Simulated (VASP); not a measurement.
Data:

```xyz
8
Lattice="5.0380 0.0000 -0.0002 0.0000 3.1252 0.0000 -0.0035 0.0000 5.4106" Properties=species:S:1:pos:R:3 pbc="T T T"
Al     2.5194     1.5626     0.9052
Al     0.0006     1.5626     4.5180
Al     0.0037     0.0000     1.7940
Ga     2.5149     0.0000     3.6043
N      0.5521     0.0000     3.6053
N      0.6174     1.5626     0.9047
N      3.1500     1.5626     4.5519
N      3.1402     0.0000     1.7598
```

Level of theory: r2SCAN meta-GGA, VASP's PBE PAW potentials (set 64) (plane waves; VASP). Numerical set-up: 520 eV cut-off, 5×8×5 Γ-centred mesh, tetrahedra with Blöchl corrections, potentials Al Ga_d N.

Give the energies of bands 12 to 25 at the high-symmetry points, in eV from the valence-band maximum.

```json
[
 {"band": "12", "Γ": "-4.43", "Z": "-4.50", "D": "-4.61", "B": "-3.80", "A": "-3.95", "E": "-5.71", "C2": "-5.01", "Y2": "-3.73"},
 {"band": "13", "Γ": "-3.58", "Z": "-4.25", "D": "-4.25", "B": "-3.47", "A": "-3.86", "E": "-5.56", "C2": "-4.95", "Y2": "-3.22"},
 {"band": "14", "Γ": "-2.28", "Z": "-3.81", "D": "-3.64", "B": "-2.75", "A": "-1.88", "E": "-1.68", "C2": "-3.19", "Y2": "-1.65"},
 {"band": "15", "Γ": "-1.89", "Z": "-3.67", "D": "-3.47", "B": "-2.30", "A": "-1.77", "E": "-1.67", "C2": "-3.10", "Y2": "-1.65"},
 {"band": "16", "Γ": "-0.97", "Z": "-3.21", "D": "-2.26", "B": "-1.77", "A": "-1.71", "E": "-1.66", "C2": "-3.04", "Y2": "-1.57"},
 {"band": "17", "Γ": "-0.92", "Z": "-2.92", "D": "-2.26", "B": "-1.61", "A": "-1.44", "E": "-1.61", "C2": "-3.00", "Y2": "-1.32"},
 {"band": "18", "Γ": "-0.76", "Z": "-1.93", "D": "-1.93", "B": "-0.59", "A": "-1.25", "E": "-1.57", "C2": "-1.23", "Y2": "-0.70"},
 {"band": "19", "Γ": "-0.10", "Z": "-1.85", "D": "-1.85", "B": "-0.59", "A": "-1.20", "E": "-1.47", "C2": "-1.21", "Y2": "-0.70"},
 {"band": "20", "Γ": "-0.01", "Z": "-1.57", "D": "-0.82", "B": "-0.41", "A": "-1.18", "E": "-1.42", "C2": "-1.19", "Y2": "-0.32"},
 {"band": "21", "Γ": "0.00", "Z": "-1.52", "D": "-0.65", "B": "-0.19", "A": "-0.72", "E": "-1.18", "C2": "-0.87", "Y2": "-0.26"},
 {"band": "22", "Γ": "4.16", "Z": "6.34", "D": "5.93", "B": "6.18", "A": "6.57", "E": "5.39", "C2": "6.84", "Y2": "5.53"},
 {"band": "23", "Γ": "6.23", "Z": "6.37", "D": "6.30", "B": "6.54", "A": "6.87", "E": "5.81", "C2": "7.21", "Y2": "5.93"},
 {"band": "24", "Γ": "6.61", "Z": "8.38", "D": "6.51", "B": "7.78", "A": "7.10", "E": "5.88", "C2": "7.26", "Y2": "6.39"},
 {"band": "25", "Γ": "6.82", "Z": "8.47", "D": "6.62", "B": "8.24", "A": "7.24", "E": "5.92", "C2": "7.29", "Y2": "6.87"}
]
```

The gap is direct, 4.16 eV, from the valence maximum at Γ to the conduction minimum at Γ.

The structure comes from a computed database's Al3GaN4 entry (Pm); how it stands against other phases isn't given here. It was relaxed first.
